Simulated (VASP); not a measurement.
OSZICAR of a VASP run on BP (zinc blende):

### OSZICAR
```
       N       E                     dE             d eps       ncg     rms          rms(c)
DAV:   1     0.107457562187E+02    0.10746E+02   -0.43197E+03   752   0.918E+02
DAV:   2    -0.128228833519E+02   -0.23569E+02   -0.22951E+02  1208   0.112E+02
DAV:   3    -0.130587723391E+02   -0.23589E+00   -0.23589E+00   864   0.150E+01
DAV:   4    -0.130593446074E+02   -0.57227E-03   -0.57227E-03  1256   0.762E-01
DAV:   5    -0.130593447214E+02   -0.11405E-06   -0.11405E-06   872   0.101E-02    0.793E+00
DAV:   6    -0.124682181154E+02    0.59113E+00   -0.15308E+00   840   0.677E+00    0.439E+00
DAV:   7    -0.123797845505E+02    0.88434E-01   -0.27930E-01  1152   0.320E+00    0.137E+00
DAV:   8    -0.123740456009E+02    0.57389E-02   -0.25691E-02   800   0.118E+00    0.202E-01
DAV:   9    -0.123745740963E+02   -0.52850E-03   -0.66575E-04  1048   0.234E-01    0.957E-02
DAV:  10    -0.123748633665E+02   -0.28927E-03   -0.41481E-04   880   0.167E-01    0.282E-02
DAV:  11    -0.123748788266E+02   -0.15460E-04   -0.27636E-05  1032   0.442E-02    0.270E-02
DAV:  12    -0.123748805295E+02   -0.17029E-05   -0.31743E-06   904   0.150E-02    0.511E-03
DAV:  13    -0.123748805134E+02    0.16036E-07   -0.52318E-08   800   0.199E-03
   1 F= -.12374881E+02 E0= -.12374881E+02  d E =-.753997E-18
```

Problem. Which electronic solver shows in the log?

Solution. It is blocked Davidson (ALGO = Normal, or the opening steps of other solvers). The INCAR had ALGO = Normal.

Problem. Can the final energy be trusted as converged?

Solution. Self-consistency was reached. It stopped with EDIFF = 1E-7, NELM = 100 (revPBE GGA, plane waves, VASP's PBE PAW potentials (set 64)).

The compound is BP in the zinc blende structure. This cell is one point of a volume scan, at 0.97 of the reference volume.
